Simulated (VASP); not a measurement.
# Ag: Ag into a neighbouring Ag vacancy, part 2 of 2

How hard is this move in Ag: Ag into a neighbouring Ag vacancy? Both ends are relaxed first, then a band of images between them.

VASP 6.6.1; PBEsol; plane waves and PAW (Ag).

So far. Step 3 (Relax the start): The run ended after 7 ionic steps, 0.082 eV below its first step, once the forces on the free atoms met EDIFFG = -0.05. Step 4 (Relax the end): The run ended after 6 ionic steps, 0.112 eV below its first step, once the forces on the free atoms met EDIFFG = -0.05.

### Step 5. Nudged elastic band

Images on a straight line between the ends relax across the path, while springs keep them spaced along it.

Input file INCAR:

```
SYSTEM = Ag
PREC = Normal
ENCUT = 280
EDIFF = 1E-05
NELM = 120
ISMEAR = 1
SIGMA = 0.15
LREAL = Auto
ALGO = Fast
GGA = PS
NBANDS = 198
LASPH = .TRUE.
LWAVE = .FALSE.
LCHARG = .FALSE.
NCORE = 2
IMAGES = 3
SPRING = -5
IBRION = 1
POTIM = 0.3
NSW = 50
EDIFFG = -0.05
ISYM = 0
ISIF = 0
```

Input file POSCAR:

```
Ag
1.0
    8.0821366520      0.0000000000      0.0000000000
    0.0000000000      8.0821366520      0.0000000000
    0.0000000000      0.0000000000      8.0821366520
Ag
31
Direct
    0.7485680329      0.2496857093      0.9992627045
    0.7472155840      0.0010015391      0.2481746998
    0.9998620878      0.0002831465      0.0005077920
    0.2517207514      0.2487391358      0.9994404948
    0.4997618624      0.5002960451      0.9989523577
    0.7496274827      0.7502531625      0.0001726548
    0.2509321566      0.9991175736      0.2489219406
    0.4986596770      0.2489244648      0.2499238458
    0.7472350724      0.4993172674      0.2482707930
    0.5002004776      0.9999638155      0.5006908904
    0.7497568212      0.2484775438      0.5000648481
    0.7504171301      0.9999363539      0.7512646170
    0.9997255986      0.4989663987      0.0000182143
    0.2500738334      0.7500447167      0.9997701879
    0.0003842778      0.2481988719      0.2481997239
    0.2515269811      0.5004598642      0.2482158765
    0.4997185774      0.7511826773      0.2487378343
    0.9999055474      0.9988933757      0.4990142287
    0.2513306570      0.2480246531      0.4999388330
    0.4999937799      0.5003829130      0.5001719104
    0.7488482329      0.7514017777      0.4994771018
    0.2505164323      0.9997690877      0.7512535271
    0.5011500015      0.2493769097      0.7498651280
    0.7495536851      0.5008727795      0.7503304277
    0.9986159042      0.7509721388      0.2481181825
    0.0004999718      0.4998386629      0.4982377750
    0.2515683007      0.7511473826      0.4998422136
    0.0006834033      0.2488767678      0.7510106214
    0.2516104315      0.4998028766      0.7507434303
    0.5006293956      0.7519081643      0.7511375572
    0.0003242794      0.7509046104      0.7509797621
```

Input file KPOINTS:

```
Automatic mesh
0
Monkhorst-Pack
2 2 2
0 0 0
```

Input file 00/POSCAR:

```
Ag
1.0
    8.0821366520      0.0000000000      0.0000000000
    0.0000000000      8.0821366520      0.0000000000
    0.0000000000      0.0000000000      8.0821366520
Ag
31
Direct
    0.7485680329      0.2496857093      0.9992627045
    0.7472155840      0.0010015391      0.2481746998
    0.9998620878      0.0002831465      0.0005077920
    0.2517207514      0.2487391358      0.9994404948
    0.4997618624      0.5002960451      0.9989523577
    0.7496274827      0.7502531625      0.0001726548
    0.2509321566      0.9991175736      0.2489219406
    0.4986596770      0.2489244648      0.2499238458
    0.7472350724      0.4993172674      0.2482707930
    0.5002004776      0.9999638155      0.5006908904
    0.7497568212      0.2484775438      0.5000648481
    0.7504171301      0.9999363539      0.7512646170
    0.9997255986      0.4989663987      0.0000182143
    0.2500738334      0.7500447167      0.9997701879
    0.0003842778      0.2481988719      0.2481997239
    0.2515269811      0.5004598642      0.2482158765
    0.4997185774      0.7511826773      0.2487378343
    0.9999055474      0.9988933757      0.4990142287
    0.2513306570      0.2480246531      0.4999388330
    0.4999937799      0.5003829130      0.5001719104
    0.7488482329      0.7514017777      0.4994771018
    0.2505164323      0.9997690877      0.7512535271
    0.5011500015      0.2493769097      0.7498651280
    0.7495536851      0.5008727795      0.7503304277
    0.9986159042      0.7509721388      0.2481181825
    0.0004999718      0.4998386629      0.4982377750
    0.2515683007      0.7511473826      0.4998422136
    0.0006834033      0.2488767678      0.7510106214
    0.2516104315      0.4998028766      0.7507434303
    0.5006293956      0.7519081643      0.7511375572
    0.0003242794      0.7509046104      0.7509797621
```

Input file 01/POSCAR:

```
Ag
1.0
    8.0821366520      0.0000000000      0.0000000000
    0.0000000000      8.0821366520      0.0000000000
    0.0000000000      0.0000000000      8.0821366520
Ag
31
Direct
    0.6864525772      0.1876034992      0.9987562512
    0.7478592487      0.0009367870      0.2478417876
    0.9999503466      0.0003666523      0.0001008027
    0.2511353527      0.2490391832      0.9994922390
    0.5001742248      0.4999610230      0.9989596960
    0.7501319485      0.7503808737     -0.0002885055
    0.2510113476      0.9996196059      0.2488886868
    0.4993565842      0.2491534876      0.2492818691
    0.7480641378      0.4994375004      0.2483271643
    0.5008968287      1.0001991589      0.4998756259
    0.7498299792      0.2491910206      0.4997694098
    0.7502179825      1.0003937010      0.7508036004
    0.9994962063      0.4991150733      0.0001363731
    0.2502296342      0.7501894850      0.9998038027
   -0.0000501030      0.2484627314      0.2482076425
    0.2511528100      0.4999891567      0.2479888295
    0.5005763086      0.7506887410      0.2481515235
    0.9993829070      0.9996878032      0.4990177480
    0.2509969739      0.2486931793      0.4996100068
    0.5002886170      0.4999517537      0.4998596117
    0.7492801197      0.7508884175      0.4997717120
    0.2503657323      1.0006048535      0.7505560951
    0.5008599210      0.2497245314      0.7495402447
    0.7496992632      0.5006160174      0.7505251123
    0.9987467628      0.7509858276      0.2484290617
    0.0001535330      0.4996815919      0.4985440114
    0.2515910599      0.7505925474      0.4995682954
   -0.0000262833      0.2493164530      0.7508678711
    0.2509696931      0.4994617490      0.7510865721
    0.5006096550      0.7515106975      0.7509712917
    0.0003870878      0.7509566100      0.7508221892
```

Input file 02/POSCAR:

```
Ag
1.0
    8.0821366520      0.0000000000      0.0000000000
    0.0000000000      8.0821366520      0.0000000000
    0.0000000000      0.0000000000      8.0821366520
Ag
31
Direct
    0.6243371215      0.1255212890      0.9982497978
    0.7485029134      0.0008720348      0.2475088754
    1.0000386054      0.0004501580     -0.0003061866
    0.2505499540      0.2493392306      0.9995439832
    0.5005865871      0.4996260008      0.9989670342
    0.7506364143      0.7505085849     -0.0007496657
    0.2510905386      1.0001216382      0.2488554330
    0.5000534915      0.2493825105      0.2486398924
    0.7488932033      0.4995577333      0.2483835356
    0.5015931797      1.0004345022      0.4990603614
    0.7499031371      0.2499044974      0.4994739714
    0.7500188348      1.0008510480      0.7503425838
    0.9992668140      0.4992637480      0.0002545319
    0.2503854350      0.7503342532      0.9998374175
   -0.0004844838      0.2487265908      0.2482155610
    0.2507786388      0.4995184492      0.2477617824
    0.5014340398      0.7501948048      0.2475652126
    0.9988602666      1.0004822307      0.4990212674
    0.2506632908      0.2493617055      0.4992811805
    0.5005834541      0.4995205944      0.4995473130
    0.7497120065      0.7503750573      0.5000663221
    0.2502150323      1.0014406192      0.7498586630
    0.5005698406      0.2500721530      0.7492153614
    0.7498448413      0.5003592554      0.7507197968
    0.9988776213      0.7509995165      0.2487399409
   -0.0001929058      0.4995245208      0.4988502477
    0.2516138191      0.7500377122      0.4992943771
   -0.0007359700      0.2497561383      0.7507251208
    0.2503289547      0.4991206214      0.7514297139
    0.5005899144      0.7511132306      0.7508050262
    0.0004498962      0.7510086095      0.7506646162
```

Input file 03/POSCAR:

```
Ag
1.0
    8.0821366520      0.0000000000      0.0000000000
    0.0000000000      8.0821366520      0.0000000000
    0.0000000000      0.0000000000      8.0821366520
Ag
31
Direct
    0.5622216658      0.0634390789      0.9977433445
    0.7491465780      0.0008072827      0.2471759633
    1.0001268642      0.0005336638     -0.0007131760
    0.2499645553      0.2496392780      0.9995957274
    0.5009989495      0.4992909787      0.9989743725
    0.7511408801      0.7506362961     -0.0012108260
    0.2511697296      1.0006236705      0.2488221791
    0.5007503987      0.2496115334      0.2479979156
    0.7497222688      0.4996779662      0.2484399069
    0.5022895308      1.0006698456      0.4982450969
    0.7499762950      0.2506179742      0.4991785331
    0.7498196872      1.0013083951      0.7498815673
    0.9990374218      0.4994124226      0.0003726907
    0.2505412359      0.7504790215      0.9998710323
   -0.0009188646      0.2489904503      0.2482234796
    0.2504044676      0.4990477416      0.2475347354
    0.5022917711      0.7497008685      0.2469789018
    0.9983376261      1.0012766582      0.4990247868
    0.2503296076      0.2500302317      0.4989523542
    0.5008782913      0.4990894350      0.4992350144
    0.7501438933      0.7498616971      0.5003609322
    0.2500643323      1.0022763850      0.7491612310
    0.5002797601      0.2504197746      0.7488904780
    0.7499904194      0.5001024934      0.7509144813
    0.9990084798      0.7510132054      0.2490508201
   -0.0005393445      0.4993674498      0.4991564840
    0.2516365783      0.7494828770      0.4990204588
   -0.0014456566      0.2501958236      0.7505823706
    0.2496882163      0.4987794938      0.7517728557
    0.5005701738      0.7507157638      0.7506387607
    0.0005127045      0.7510606090      0.7505070433
```

Input file 04/POSCAR:

```
Ag
1.0
    8.0821366520      0.0000000000      0.0000000000
    0.0000000000      8.0821366520      0.0000000000
    0.0000000000      0.0000000000      8.0821366520
Ag
31
Direct
    0.5001062101      0.0013568688      0.9972368912
    0.7497902427      0.0007425306      0.2468430511
    1.0002151230      0.0006171696     -0.0011201653
    0.2493791566      0.2499393254      0.9996474716
    0.5014113119      0.4989559566      0.9989817108
    0.7516453459      0.7507640073     -0.0016719863
    0.2512489206      1.0011257028      0.2487889253
    0.5014473060      0.2498405562      0.2473559389
    0.7505513342      0.4997981992      0.2484962782
    0.5029858819      1.0009051890      0.4974298324
    0.7500494530      0.2513314510      0.4988830948
    0.7496205396      1.0017657421      0.7494205507
    0.9988080295      0.4995610972      0.0004908495
    0.2506970367      0.7506237898      0.9999046471
   -0.0013532454      0.2492543098      0.2482313982
    0.2500302965      0.4985770341      0.2473076884
    0.5031495023      0.7492069322      0.2463925910
    0.9978149857      1.0020710857      0.4990283061
    0.2499959245      0.2506987579      0.4986235280
    0.5011731284      0.4986582757      0.4989227157
    0.7505757801      0.7493483369      0.5006555424
    0.2499136323      1.0031121508      0.7484637990
    0.4999896796      0.2507673963      0.7485655947
    0.7501359975      0.4998457313      0.7511091659
    0.9991393384      0.7510268942      0.2493616993
   -0.0008857833      0.4992103788      0.4994627204
    0.2516593375      0.7489280418      0.4987465406
   -0.0021553432      0.2506355088      0.7504396203
    0.2490474779      0.4984383662      0.7521159975
    0.5005504332      0.7503182970      0.7504724952
    0.0005755129      0.7511126086      0.7503494704
```

PAW data sets: Ag (PBE family, release 64).

On the command line:

```
mpirun -np 6 vasp_std
```

Wall time 7.6 min (6 MPI ranks of AMD EPYC 7R43, shared host); peak memory 1.2 GiB.

Images along the path:

| image | path (A) | energy (eV) | Ag1: x, y, z (Å) |
| --- | --- | --- | --- |
| 0 | 0.000 | 0.0000 | 6.050, 2.018, 8.076 |
| 1 | 0.776 | 0.3239 | 5.580, 1.540, 8.077 |
| 2 | 1.549 | 0.6229 | 5.047, 1.012, 8.076 |
| 3 | 2.322 | 0.3195 | 4.519, 0.479, 8.078 |
| 4 | 3.098 | 0.0031 | 4.042, 0.011, 8.060 |

Numbers from this step:

```yaml
electronic_cycles: 73
path_length: 3.098 Å
barrier: 0.6229 eV
barrier_in_the_reverse_direction: 0.6198 eV
barrier_from_a_spline_through_the_images: 0.6229 eV
reaction_energy: 0.003082 eV
```

What the program prints for this run, and its count of cycles, belong to image 1; the force that counts for the threshold is the band's, across the path.

### Step 6. Results

```yaml
hop: Ag into a neighbouring Ag vacancy
barrier: 0.623 eV
barrier_in_the_reverse_direction: 0.620 eV
barrier_from_a_spline_through_the_images: 0.623 eV
reaction_energy: 0.00308 eV
path_length: 3.10 Å
```

The barrier is 0.62 eV forwards and 0.62 eV backwards. With an attempt frequency of 10¹³ per second, taken as a typical value, this barrier gives about 10^3 hops a second at 300 K. Both ends are alike and an image sits at the midpoint, which is the saddle if the path is symmetric. The band met its force threshold after 11 steps. Cell and mesh are small and were not tested. The band started on a straight line, so other routes may lie lower.

[Lines on the potential files, build, host, timing and source positions are cut from VASP's logs without a mark.]

[Logs are printed without paths, hosts, clocks, repeated set-up lines and the standing remarks that a program may print on its own settings, such as how far it seeks lower states.]

[Hosts, paths, dates, database ids (printed as entryN), source tags and the programs' standing remarks are cut or masked in the printed files.]

[Runs that stopped without an error message from VASP are left out.]
